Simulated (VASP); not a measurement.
Set up this calculation in VASP 6.6.1, as the native input.

| Item | Value |
| --- | --- |
| Task | relaxation of cell and atoms |
| Functional | PBE |
| Potentials or basis | VASP PAW PBE potentials, release 64 (In_d, Sb) |
| Cutoff | 600 eV |
| k mesh | 10 × 10 × 10 |
| Occupations | gaussian, width 0.03 eV |
| Spin | no spin polarisation |
| Further INCAR settings | ALGO = Normal; EDIFF = 1e-07; IBRION = 2; EDIFFG = -0.005; NSW = 90; ISIF = 3 |

The structure of InSb lies in POSCAR:

```
InSb                                    
1.0
    0.0000000000      3.3168267494      3.3168267494
    3.3168267494     -0.0000000000      3.3168267494
    3.3168267494      3.3168267494      0.0000000000
  In              Sb            
     1     1
Direct
     0.0000000000000000    0.0000000000000000    0.0000000000000000
     0.2500000000000000    0.2500000000000000    0.2500000000000000
```

The input as run:

INCAR

```
PREC = Accurate
ENCUT = 600
EDIFF = 1E-7
ISMEAR = 0
SIGMA = 0.03
LREAL = F
LASPH = T
NELM = 80
ALGO = Normal
ISIF = 3
LWAVE = F
LCHARG = F
GGA = PE
IBRION = 2
NSW = 90
EDIFFG = -0.005
```

KPOINTS

```
Automatic mesh
0
Gamma
  10 10 10
```

Potentials or basis: VASP PAW PBE potentials, release 64 (In_d, Sb).

The run is started by

```console
$ cat potpaw_PBE.64/In_d/POTCAR potpaw_PBE.64/Sb/POTCAR > POTCAR
$ mpirun -np 1 vasp_std > vasp.out
```

It gave:

```yaml
Relaxed_volume: 36.52 Å³/atom
Relaxed_cell: a = 4.692 Å, b = 4.692 Å, c = 4.692 Å, α = 60.00°, β = 60.00°, γ = 60.00°
Space_group_after_relaxing_to_0.05_Å: F-43m (No. 216)
Energy_gained_by_relaxing: 0.0 meV/atom
Ionic_steps: 2
Pressure_after_relaxing: 0.0 GPa
Band_gap_on_the_k_mesh: none (metal or under the smearing width)
```

Caveat: this crystal is a semiconductor, whose small gap the functional closes, so the metal is an error of the method.

Wall time 58 s on 1 thread of Intel(R) Xeon(R) Platinum 8488C (Sapphire Rapids), with other jobs on the host, peak memory 0.27 GiB.
